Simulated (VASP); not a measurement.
BaH4:

```
CELL_PARAMETERS angstrom
2.29082 1.32260 3.53625
-2.29082 1.32260 3.53625
0.00000 -2.64521 3.53625
ATOMIC_POSITIONS crystal
Ba 0.00000 0.00000 0.00000
H 0.74087 0.74087 0.74087
H 0.25913 0.25913 0.25913
H 0.46369 0.46369 0.46369
H 0.53631 0.53631 0.53631
```

The cell was built by a generator and needn't be a form met in nature.

```yaml
Program: VASP 6.6.1
Task: relaxation of cell and atoms
Functional: PBE
Dispersion: TS
Potentials_or_basis: VASP PAW PBE potentials, release 64 (Ba_sv, H)
Cutoff: 600 eV
k_mesh: 5 × 5 × 5
Occupations: fermi-dirac, width 0.05 eV
Spin: no spin polarisation
```

At the start: pressure 1.4 GPa; volume 12.86 Å³/atom.

Problem. How do energy, volume and symmetry change on relaxing?

Solution. Over 25 steps the energy falls by 2.9 meV/atom and the volume is 13.42 Å³/atom (+4.4 %); space group R-3m (No. 166, to 0.05 Å).

Step by step:
| step | energy change (eV) | largest force (eV/Å) | pressure (GPa) | volume (Å³) |
| --- | --- | --- | --- | --- |
| 1 | 0.0000 | 0.0094 | 1.43 | 64.29 |
| 2 | -0.0076 | 0.1713 | 0.72 | 65.36 |
| 3 | -0.0096 | 0.2733 | 0.27 | 65.98 |
| 4 | -0.0101 | 0.3219 | 0.09 | 66.29 |
| 5 | -0.0132 | 0.0476 | 0.02 | 66.95 |
| 6 | -0.0132 | 0.0246 | 0.02 | 66.91 |
| 7 | -0.0132 | 0.0135 | 0.02 | 66.88 |
| 8 | -0.0135 | 0.0141 | -0.02 | 66.96 |
| 9 | -0.0141 | 0.0160 | -0.10 | 67.18 |
| 10 | -0.0138 | 0.0504 | -0.29 | 67.62 |
| 11 | -0.0142 | 0.0232 | -0.16 | 67.30 |
| 12 | -0.0143 | 0.0505 | -0.04 | 67.21 |
| 13 | -0.0143 | 0.0409 | -0.06 | 67.22 |
| 14 | -0.0144 | 0.0166 | -0.02 | 67.14 |
| 15 | -0.0144 | 0.0134 | 0.00 | 67.09 |
| 16 | -0.0144 | 0.0133 | -0.01 | 67.08 |
| 17 | -0.0143 | 0.0130 | -0.01 | 67.08 |
| 18 | -0.0143 | 0.0129 | 0.01 | 67.06 |
| 19 | -0.0144 | 0.0134 | 0.03 | 67.07 |
| 20 | -0.0144 | 0.0124 | 0.00 | 67.09 |
| 21 | -0.0144 | 0.0180 | -0.01 | 67.11 |
| 22 | -0.0144 | 0.0103 | -0.02 | 67.11 |
| 23 | -0.0144 | 0.0143 | -0.04 | 67.12 |
| 24 | -0.0144 | 0.0131 | -0.03 | 67.12 |
| 25 | -0.0144 | 0.0095 | -0.03 | 67.11 |

Final structure:
```xyz
5
Lattice="2.3134 1.3356 3.6199 -2.3134 1.3356 3.6199 0.0000 -2.6712 3.6199" Properties=species:S:1:pos:R:3 pbc="T T T"
Ba    0.0000    0.0000    0.0000
H     0.0000    0.0000    8.0543
H     0.0000    0.0000    2.8055
H     0.0000    0.0000    5.0455
H     0.0000    0.0000    5.8143
```
